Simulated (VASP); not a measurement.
Given:

```
LiH
1.0
    0.00000     1.99175     1.99175
    1.99175     0.00000     1.99175
    1.99175     1.99175     0.00000
Li H
1 1
Direct
  0.00000   0.00000   0.00000
  0.50000   0.50000   0.50000
```

The numbers are results of PBE GGA, VASP's PBE PAW potentials (set 64) (plane waves; VASP 6.6.1), not measurements. Numerical set-up: 400 eV cut-off, 11×11×11 Γ-centred mesh shifted by (0.5, 0.5, 0.5), Gaussian smearing of 0.010 eV, potentials Li_sv H.

At this cut-off the stress carries a Pulay error, which pulls relaxed volumes low.

Problem. Predict the energy per atom (σ→0), pressure.

Solution. 
The energy per atom (σ→0) is -3.078 eV/atom and the pressure is -30.4 kbar.

Only differences to runs with the same potentials and settings are physical.

The structure comes from a computed database's LiH entry; how it stands against other phases isn't given here. The cell was not relaxed at this level.
